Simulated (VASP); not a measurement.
The cell holds one WS$_{2}$ (2H layered) bilayer, with vacuum along c. Ionisation potential and electron affinity count from the cell's own band edges, surface states included.

Given:

```yaml
crystal:
  lattice:
    - [3.19288, 0.00000, 0.00000]
    - [-1.59644, 2.76512, 0.00000]
    - [0.00000, 0.00000, 25.72623]
  atoms:
    - { symbol: W, position: [0.66667, 0.33333, 0.37823] }
    - { symbol: W, position: [0.33333, 0.66667, 0.62177] }
    - { symbol: S, position: [0.33333, 0.66667, 0.43958] }
    - { symbol: S, position: [0.33333, 0.66667, 0.31692] }
    - { symbol: S, position: [0.66667, 0.33333, 0.68308] }
    - { symbol: S, position: [0.66667, 0.33333, 0.56042] }
```

These are optB88-vdW, VASP's PBE PAW potentials (set 64) (plane waves; VASP) values and carry that method's errors. Run with 400 eV cut-off, 12×12×1 Γ-centred mesh, Gaussian smearing of 0.050 eV, potentials W_sv S.

**Question.** Predict its energy to cut it from the bulk, per area, ionisation potential, electron affinity.

**Answer.** 
```yaml
energy_to_cut_it_from_the_bulk_per_area: 26.4 meV/Å²
ionisation_potential: 5.74 eV
electron_affinity: 4.31 eV
```

The cell is a sheet with vacuum, built from WS2 (2H layered).
